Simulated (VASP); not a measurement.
Here is the system:

```xyz
3
Lattice="0.0000 2.7007 2.7007 2.7007 0.0000 2.7007 2.7007 2.7007 0.0000" Properties=species:S:1:pos:R:3 pbc="T T T"
Cd     0.0000     0.0000     0.0000
F      1.3504     1.3504     1.3504
F      4.0511     4.0511     4.0511
```

Level of theory: PBE GGA, VASP's PBE PAW potentials (set 64) (plane waves; VASP). Settings: 620 eV cut-off, 7×7×7 Γ-centred mesh, Gaussian smearing of 0.050 eV, potentials Cd F.

Energy and stress use the plane-wave basis of the starting cell.

Q: The ions, cell shape and volume at an external pressure of 10.0 GPa are relaxed. Give the cell that the relaxation ends in.

A: 
```xyz
3
Lattice="0.0000 2.6665 2.6665 2.6665 0.0000 2.6665 2.6665 2.6665 0.0000" Properties=species:S:1:pos:R:3 pbc="T T T"
Cd     0.0000     0.0000     0.0000
F      1.3332     1.3332     1.3332
F      3.9997     3.9997     3.9997
```
Space group Fm-3m (225), at a tolerance of 0.03 Å.

Q: How do energy and volume change from the first to the last step?

A: The energy (σ→0) changes by +22.9 meV/atom and the volume by -3.8 %, in 3 ionic steps.

```
step  E(σ→0) (eV)  max force (eV/Å)  pressure (GPa)  volume (Å³)
----  -----------  ----------------  --------------  -----------
1        -10.8750             0.000            5.05        39.40
2        -10.7498             0.000           13.11        37.13
3        -10.8064             0.000           10.00        37.92
```

The compound is CdF2 in the fluorite structure. This run relaxes it under an external pressure of 10 GPa. Symmetry was kept, so distortions that lower it aren't found.
